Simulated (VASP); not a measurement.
These are PBE GGA, VASP's PBE PAW potentials (set 64) (plane waves; VASP 6.6.1) values and carry that method's errors.

A VASP calculation is set up with these files.

### KPOINTS
```
Automatic
0
G
7 7 7
```

File POSCAR:
```
GaAs
1
   -0.0000000000     2.8736693818     2.8736693818
    2.8736693818     0.0000000000     2.8736693818
    2.8736693818     2.8736693818     0.0000000000
Ga As
1 1
Direct
  0.0000000000   0.0000000000   0.0000000000
  0.2500000000   0.2500000000   0.2500000000
```

**INCAR**
```
# general
SYSTEM =GaAs
PREC   =Accurate
ENCUT  =350   # plane-wave cut-off (eV)
LREAL  =.FALSE.   # projection in real space or not
LASPH  =.TRUE.

# electronic loop
EDIFF  =1E-6   # SCF stop (eV)
NELM   =100   # most electronic steps
ALGO   =Normal
LMAXMIX=4   # l cut-off of mixed one-centre charges

# smearing
ISMEAR =0
SIGMA  =0.05   # width (eV)

# functional
GGA    =PE

# ions
IBRION =2   # conjugate gradients
NSW    =60   # most ionic steps
ISIF   =3
EDIFFG =-0.01

# output
LWAVE  =.FALSE.
LCHARG =.FALSE.
```

POTCAR, in this order: Ga_d As (PBE.64 set). Program: vasp_std.

The resulting files:

File OSZICAR:
```
       N       E                     dE             d eps       ncg     rms          rms(c)
DAV:   1     0.642439926879E+02    0.64244E+02   -0.76189E+03   528   0.155E+03
DAV:   2    -0.361685282686E+01   -0.67861E+02   -0.65533E+02   570   0.255E+02
DAV:   3    -0.834151358559E+01   -0.47247E+01   -0.47063E+01   645   0.644E+01
DAV:   4    -0.841494045679E+01   -0.73427E-01   -0.73404E-01   612   0.881E+00
DAV:   5    -0.841614296223E+01   -0.12025E-02   -0.12024E-02   633   0.913E-01    0.278E+00
DAV:   6    -0.827985168483E+01    0.13629E+00   -0.25727E-01   801   0.911E+00    0.167E+00
DAV:   7    -0.826345478213E+01    0.16397E-01   -0.66694E-02   662   0.197E+00    0.562E-01
DAV:   8    -0.826432704248E+01   -0.87226E-03   -0.10053E-02   585   0.137E+00    0.908E-02
DAV:   9    -0.826473308014E+01   -0.40604E-03   -0.10801E-03   641   0.467E-01    0.568E-02
DAV:  10    -0.826479926310E+01   -0.66183E-04   -0.76698E-05   652   0.925E-02    0.307E-02
DAV:  11    -0.826485563625E+01   -0.56373E-04   -0.88759E-05   545   0.786E-02    0.411E-03
DAV:  12    -0.826485600861E+01   -0.37236E-06   -0.13892E-06   499   0.183E-02
   1 F= -.82648560E+01 E0= -.82648427E+01  d E =-.826486E+01
       N       E                     dE             d eps       ncg     rms          rms(c)
DAV:   1    -0.826530301857E+01   -0.44738E-03   -0.59541E-03   675   0.152E+00    0.121E-01
DAV:   2    -0.826495926702E+01    0.34375E-03   -0.63980E-04   645   0.582E-01    0.555E-02
DAV:   3    -0.826487359211E+01    0.85675E-04   -0.11278E-04   685   0.209E-01    0.120E-02
DAV:   4    -0.826486637605E+01    0.72161E-05   -0.93676E-06   578   0.465E-02    0.421E-03
DAV:   5    -0.826486544670E+01    0.92935E-06   -0.67044E-07   260   0.131E-02
   2 F= -.82648654E+01 E0= -.82648565E+01  d E =-.943809E-05
       N       E                     dE             d eps       ncg     rms          rms(c)
DAV:   1    -0.826491933647E+01   -0.52960E-04   -0.67775E-04   685   0.514E-01    0.410E-02
DAV:   2    -0.826487965276E+01    0.39684E-04   -0.73609E-05   645   0.197E-01    0.188E-02
DAV:   3    -0.826486938680E+01    0.10266E-04   -0.12966E-05   685   0.717E-02    0.406E-03
DAV:   4    -0.826486829063E+01    0.10962E-05   -0.94182E-07   265   0.157E-02    0.147E-03
DAV:   5    -0.826486807292E+01    0.21771E-06   -0.13091E-07   260   0.537E-03
   3 F= -.82648681E+01 E0= -.82648578E+01  d E =-.120643E-04
```

File OUTCAR:
```
------------------------ aborting loop because EDIFF is reached ----------------------------------------
  FORCE on cell =-STRESS in cart. coord.  units (eV):
  Direction    XX          YY          ZZ          XY          YZ          ZX
  --------------------------------------------------------------------------------------
  Total       -0.0062527     -0.0062527     -0.0062527      0.0000000      0.0000000     -0.0000000
  in kB       -0.2113110     -0.2113110     -0.2113110      0.0000000      0.0000000     -0.0000000
  external PRESSURE =      -0.2113110 kB  Pullay stress =       0.0000000 kB
  volume of cell :       47.41
      direct lattice vectors                 reciprocal lattice vectors
     0.000000000  2.872598661  2.872598661    -0.174058426  0.174058426  0.174058426
     2.872598661  0.000000000  2.872598661     0.174058426 -0.174058426  0.174058426
     2.872598661  2.872598661  0.000000000     0.174058426  0.174058426 -0.174058426
  FREE ENERGIE OF THE ION-ELECTRON SYSTEM (eV)
  ---------------------------------------------------
  free  energy   TOTEN  =        -8.2648680729 eV

  energy  without entropy=       -8.2648475450  energy(sigma->0) =       -8.26485781

 reached required accuracy - stopping structural energy minimisation
```
(Selected blocks of OUTCAR.)

### CONTCAR
```
GaAs
   1.00000000000000
     0.0000000000000000    2.8725986606756710    2.8725986606756710
     2.8725986606756710    0.0000000000000000    2.8725986606756710
     2.8725986606756710    2.8725986606756710    0.0000000000000000
  Ga              As
     1     1
Direct
     0.0000000000000000    0.0000000000000000    0.0000000000000000
     0.2500000000000000    0.2500000000000000    0.2500000000000000
```

### OUTCAR
```
 val. band max:        3.4948309621   @ k =   0.0000   0.0000   0.0000

 cond. band min:       3.6564190522   @ k =   0.0000   0.0000   0.0000


 Fermi energy:         3.5830135680

 k-point     1 :       0.0000    0.0000    0.0000
  band No.  band energies     occupation
      1     -11.2287      2.00000
      2     -11.2287      2.00000
      3     -11.2287      2.00000
      4     -11.1606      2.00000
      5     -11.1606      2.00000
      6      -8.8960      2.00000
      7       3.4948      1.98738
      8       3.4948      1.98738
      9       3.4948      1.98738
     10       3.6564      0.03787
     11       7.2069      0.00000
     12       7.2069      0.00000
     13       7.2069      0.00000

 k-point     2 :       0.1429    0.0000    0.0000
  band No.  band energies     occupation
      1     -11.2422      2.00000
      2     -11.2248      2.00000
      3     -11.2248      2.00000
      4     -11.1607      2.00000
      5     -11.1607      2.00000
      6      -8.6753      2.00000
      7       1.1949      2.00000
      8       3.2198      2.00000
      9       3.2198      2.00000
     10       4.9082      0.00000
     11       7.6146      0.00000
     12       7.6146      0.00000
     13       7.7619      0.00000

 k-point     3 :       0.2857    0.0000    0.0000
  band No.  band energies     occupation
      1     -11.2702      2.00000
      2     -11.2172      2.00000
      3     -11.2172      2.00000
      4     -11.1599      2.00000
      5     -11.1599      2.00000
      6      -8.0775      2.00000
      7      -1.0848      2.00000
      8       2.7527      2.00000
      9       2.7527      2.00000
     10       4.6912      0.00000
     11       8.1085      0.00000
     12       8.1085      0.00000
     13       9.7831      0.00000

 k-point     4 :       0.4286    0.0000    0.0000
  band No.  band energies     occupation
      1     -11.2906      2.00000
      2     -11.2127      2.00000
      3     -11.2127      2.00000
...
```

The compound is GaAs in the zinc blende structure. This run relaxes it. Symmetry was kept, so distortions that lower it aren't found. The start is the result of an earlier pass.
